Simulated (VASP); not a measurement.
These are PBEsol GGA, VASP's PBE PAW potentials (set 64) (plane waves; VASP) values and carry that method's errors.

VASP input:

### INCAR
```
! general
SYSTEM = MgO
PREC   = Accurate
ENCUT  = 600
LREAL  = .FALSE.
LASPH  = .TRUE.

! electronic loop
EDIFF  = 1E-7
NELM   = 100
ALGO   = Normal

! smearing
ISMEAR = 0
SIGMA  = 0.05

! functional
GGA    = PS

! ions
ISIF   = 2

! output
LWAVE  = .FALSE.
LCHARG = .FALSE.
```

**KPOINTS**
```
kpoints
0
gamma
10 10 10
0 0 0
```

POSCAR:
```
MgO
1
    0.0157875000     2.1050000000     2.1050000000
    2.1050000000     0.0157875000     2.1050000000
    2.1207875000     2.1207875000     0.0000000000
Mg O
1 1
Direct
  0.0000000000   0.0000000000   0.0000000000
  0.5000000000   0.5000000000   0.5000000000
```

POTCAR, in this order: Mg O (PBE.64 set). Program: vasp_std.

Estimate the energy per atom (σ→0), band gap (on the k-mesh).

```yaml
energy per atom (σ→0): -6.257 eV/atom
band gap (on the k-mesh): 4.59 eV
```

**OSZICAR**
```
...
DAV:   6    -0.125525141432E+02    0.13457E+01   -0.87458E+00  2736   0.207E+01    0.224E+00
DAV:   7    -0.125270410445E+02    0.25473E-01   -0.41468E-02  2848   0.259E+00    0.128E+00
DAV:   8    -0.125135956259E+02    0.13445E-01   -0.20786E-02  2872   0.222E+00    0.148E-01
DAV:   9    -0.125134938053E+02    0.10182E-03   -0.35892E-04  4200   0.174E-01    0.721E-02
DAV:  10    -0.125135298786E+02   -0.36073E-04   -0.52757E-05  2816   0.846E-02    0.391E-03
DAV:  11    -0.125135296354E+02    0.24320E-06   -0.16507E-06  3880   0.945E-03    0.185E-03
DAV:  12    -0.125135296186E+02    0.16798E-07   -0.57239E-08  1928   0.295E-03
   1 F= -.12513530E+02 E0= -.12513530E+02  d E =-.667278E-15
```

The compound is MgO in the rock salt structure. This cell was strained or had an atom moved on purpose.
